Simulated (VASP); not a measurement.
OSZICAR of a VASP run on SiGe (space group P6_3mc):

OSZICAR:
```
       N       E                     dE             d eps       ncg     rms          rms(c)
DAV:   1     0.221391797495E+03    0.22139E+03   -0.16364E+04   694   0.316E+03
DAV:   2    -0.110455363376E+02   -0.23244E+03   -0.22759E+03   628   0.663E+02
DAV:   3    -0.477172845396E+02   -0.36672E+02   -0.36332E+02   742   0.165E+02
DAV:   4    -0.489583936314E+02   -0.12411E+01   -0.12401E+01   724   0.349E+01
DAV:   5    -0.489875456750E+02   -0.29152E-01   -0.29149E-01   802   0.570E+00    0.673E+00
DAV:   6    -0.467682634888E+02    0.22193E+01   -0.41375E-01   706   0.941E+00    0.425E+00
DAV:   7    -0.434004015492E+02    0.33679E+01   -0.70948E-01   688   0.771E+00    0.818E-01
DAV:   8    -0.447940699760E+02   -0.13937E+01   -0.61330E-01   664   0.588E+00    0.248E-01
DAV:   9    -0.450785014261E+02   -0.28443E+00   -0.92345E-02   748   0.201E+00    0.289E-01
DAV:  10    -0.451166451025E+02   -0.38144E-01   -0.68911E-02   646   0.204E+00    0.260E-01
DAV:  11    -0.451097309264E+02    0.69142E-02   -0.13409E-02   676   0.900E-01    0.169E-01
DAV:  12    -0.451279280852E+02   -0.18197E-01   -0.10431E-02   652   0.817E-01    0.578E-02
DAV:  13    -0.451283420889E+02   -0.41400E-03   -0.44924E-04   712   0.184E-01    0.469E-02
DAV:  14    -0.451285746478E+02   -0.23256E-03   -0.25259E-05   760   0.389E-02    0.422E-02
DAV:  15    -0.451279240256E+02    0.65062E-03   -0.32735E-05   594   0.437E-02    0.481E-02
DAV:  16    -0.451304712520E+02   -0.25472E-02   -0.18194E-03   628   0.304E-01    0.493E-03
DAV:  17    -0.451304735659E+02   -0.23139E-05   -0.53991E-05   784   0.597E-02    0.722E-03
DAV:  18    -0.451304769140E+02   -0.33481E-05   -0.16942E-06   542   0.102E-02    0.645E-03
DAV:  19    -0.451304839693E+02   -0.70554E-05   -0.14833E-06   486   0.114E-02    0.405E-03
DAV:  20    -0.451304801538E+02    0.38156E-05   -0.52691E-06   556   0.151E-02    0.434E-03
DAV:  21    -0.451304895395E+02   -0.93857E-05   -0.28481E-06   516   0.120E-02    0.363E-03
DAV:  22    -0.451304882850E+02    0.12545E-05   -0.17316E-07   350   0.352E-03    0.313E-03
DAV:  23    -0.451304882758E+02    0.92259E-08   -0.39868E-08   332   0.197E-03
   1 F= -.45130488E+02 E0= -.45130488E+02  d E =-.451305E+02
       N       E                     dE             d eps       ncg     rms          rms(c)
DAV:   1    -0.451410273136E+02   -0.10539E-01   -0.15752E-01   768   0.709E+00    0.602E-01
DAV:   2    -0.451334835250E+02    0.75438E-02   -0.13244E-02   768   0.208E+00    0.321E-01
DAV:   3    -0.451305153568E+02    0.29682E-02   -0.56980E-03   872   0.119E+00    0.763E-02
DAV:   4    -0.451306511299E+02   -0.13577E-03   -0.81652E-04   706   0.385E-01    0.442E-02
DAV:   5    -0.451305099306E+02    0.14120E-03   -0.24279E-04   652   0.141E-01    0.171E-02
DAV:   6    -0.451306659768E+02   -0.15605E-03   -0.11644E-04   628   0.883E-02    0.102E-02
DAV:   7    -0.451306787436E+02   -0.12767E-04   -0.84554E-06   608   0.308E-02    0.446E-03
DAV:   8    -0.451306758781E+02    0.28656E-05   -0.38724E-06   540   0.185E-02    0.102E-03
DAV:   9    -0.451306807833E+02   -0.49052E-05   -0.16888E-06   488   0.118E-02    0.520E-04
DAV:  10    -0.451306798378E+02    0.94545E-06   -0.12690E-07   362   0.347E-03
   2 F= -.45130680E+02 E0= -.45130680E+02  d E =-.191562E-03
       N       E                     dE             d eps       ncg     rms          rms(c)
DAV:   1    -0.451324700424E+02   -0.17893E-02   -0.25042E-02   762   0.280E+00    0.242E-01
DAV:   2    -0.451312677175E+02    0.12023E-02   -0.21310E-03   736   0.847E-01    0.129E-01
DAV:   3    -0.451308079585E+02    0.45976E-03   -0.91301E-04   860   0.482E-01    0.311E-02
DAV:   4    -0.451308327553E+02   -0.24797E-04   -0.12997E-04   706   0.153E-01    0.182E-02
DAV:   5    -0.451307951661E+02    0.37589E-04   -0.39323E-05   640   0.573E-02    0.710E-03
DAV:   6    -0.451308267973E+02   -0.31631E-04   -0.18424E-05   536   0.343E-02    0.422E-03
DAV:   7    -0.451308254047E+02    0.13926E-05   -0.12461E-06   452   0.126E-02    0.174E-03
DAV:   8    -0.451308263560E+02   -0.95127E-06   -0.69440E-07   416   0.869E-03
   3 F= -.45130826E+02 E0= -.45130826E+02  d E =-.338080E-03
```

### Question
Which electronic solver shows in the log?

### Answer
It is blocked Davidson (ALGO = Normal, or the opening steps of other solvers). The INCAR had ALGO = Normal.

### Question
Can the final energy be trusted as converged?

### Answer
The run converged. It stopped with EDIFF = 1E-6, NELM = 100, NSW = 60 and EDIFFG = -0.02 after 3 ionic steps (r2SCAN meta-GGA, plane waves, VASP's PBE PAW potentials (set 64)).

The structure comes from a computed database's SiGe entry (P6_3mc); how it stands against other phases isn't given here. This run relaxes it. Symmetry was kept, so distortions that lower it aren't found. The start is the result of an earlier pass.
